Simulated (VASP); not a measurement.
Calculation: LDA (Ceperley-Alder, Perdew-Zunger) with spin-orbit coupling, VASP's LDA PAW potentials (set 64) (plane waves; VASP 6.6.1).

A VASP calculation is set up with these files.

### KPOINTS_OPT
```
k-points along high-symmetry lines
5
Line-mode
Reciprocal
  0.000000   0.000000   0.000000 ! GAMMA
 -0.000000   0.500000   0.000000 ! M

 -0.000000   0.500000   0.000000 ! M
 -0.333333   0.666667   0.000000 ! K

 -0.333333   0.666667   0.000000 ! K
  0.000000   0.000000   0.000000 ! GAMMA

  0.000000   0.000000   0.000000 ! GAMMA
  0.000000   0.000000   0.500000 ! A

  0.000000   0.000000   0.500000 ! A
 -0.000000   0.500000   0.500000 ! L

 -0.000000   0.500000   0.500000 ! L
 -0.333333   0.666667   0.500000 ! H

 -0.333333   0.666667   0.500000 ! H
  0.000000   0.000000   0.500000 ! A

 -0.000000   0.500000   0.500000 ! L
 -0.000000   0.500000   0.000000 ! M

 -0.333333   0.666667   0.500000 ! H
 -0.333333   0.666667   0.000000 ! K
```

File POSCAR:
```
ZrB2
3.4939330
  0.4484984792  -0.7768222830   0.0000000000
  0.4484984792   0.7768222830   0.0000000000
  0.0000000000   0.0000000000   0.9999998727
Zr B
1 2
Cartesian
  0.0000000000   0.0000000000   0.0000000000
  0.4484984792   0.2589412789   0.4999999363
  0.4484984792  -0.2589412789   0.4999999363
```

KPOINTS:
```
K-points
0
gamma
10 10 8
```

INCAR:
```
# general
SYSTEM     = ZrB2
PREC       = Accurate
ENCUT      = 520
LREAL      = .FALSE.
LASPH      = .TRUE.

# electronic loop
EDIFF      = 1E-6
NELM       = 100
ALGO       = Normal
LMAXMIX    = 4

# smearing
ISMEAR     = 0
SIGMA      = 0.05

# functional
GGA_COMPAT = .FALSE.

# spin
MAGMOM     = 0 0 0 0 0 0 0 0 0
LSORBIT    = .TRUE.

# output
LWAVE      = .FALSE.
LCHARG     = .FALSE.
```

POTCAR, in this order: Zr_sv B (LDA.64 set). Program: vasp_ncl.

Problem. Predict the energy per atom (σ→0), band gap (over mesh and band path).

Solution. 
The energy per atom (σ→0) comes out as -9.184 eV/atom and the band gap (over mesh and band path) is none (metal, semimetal or under 0.01 eV).

### OSZICAR
```
...
DAV:   8    -0.275557628852E+02    0.13700E-02   -0.15650E-01  4424   0.354E+00    0.131E+00
DAV:   9    -0.275514059490E+02    0.43569E-02   -0.25566E-02  4438   0.138E+00    0.199E-01
DAV:  10    -0.275514103303E+02   -0.43813E-05   -0.12709E-03  4740   0.268E-01    0.830E-02
DAV:  11    -0.275513619985E+02    0.48332E-04   -0.20938E-04  4814   0.124E-01    0.238E-02
DAV:  12    -0.275513636231E+02   -0.16246E-05   -0.10369E-05  4672   0.357E-02    0.842E-03
DAV:  13    -0.275513631742E+02    0.44889E-06   -0.77724E-07  3252   0.825E-03
   1 F= -.27551363E+02 E0= -.27551020E+02  d E =-.687191E-03  mag=     0.0000    -0.0000     0.0000
       N       E                     dE             ncg
```

The compound is ZrB2 in the AlB2 type structure. It was relaxed first.
